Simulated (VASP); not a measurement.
```yaml
crystal:
  lattice:
    - [0.00000, 2.55156, 2.55156]
    - [2.55156, 0.00000, 2.55156]
    - [2.55156, 2.55156, 0.00000]
  atoms:
    - { symbol: Hf, position: [0.00000, 0.00000, 0.00000] }
    - { symbol: O, position: [0.25000, 0.25000, 0.25000] }
    - { symbol: O, position: [0.75000, 0.75000, 0.75000] }
```

Level of theory: vdW-DF2, VASP's PBE PAW potentials (set 64) (plane waves; VASP). Settings: 520 eV cut-off, 7×7×7 Γ-centred mesh, Gaussian smearing of 0.050 eV, potentials Hf_pv O.

Q: Give the stress tensor in GPa (positive for a compressed cell).

A: 
```
7.66  0.00  0.00
0.00  7.66  0.00
0.00  0.00  7.66
```
The pressure is its mean diagonal, 7.66 GPa.

The compound is HfO2 in the fluorite structure, the high-temperature cubic form, which is unstable at 0 K; the monoclinic form is the stable one. This cell is one point of a volume scan, at 0.97 of the reference volume.
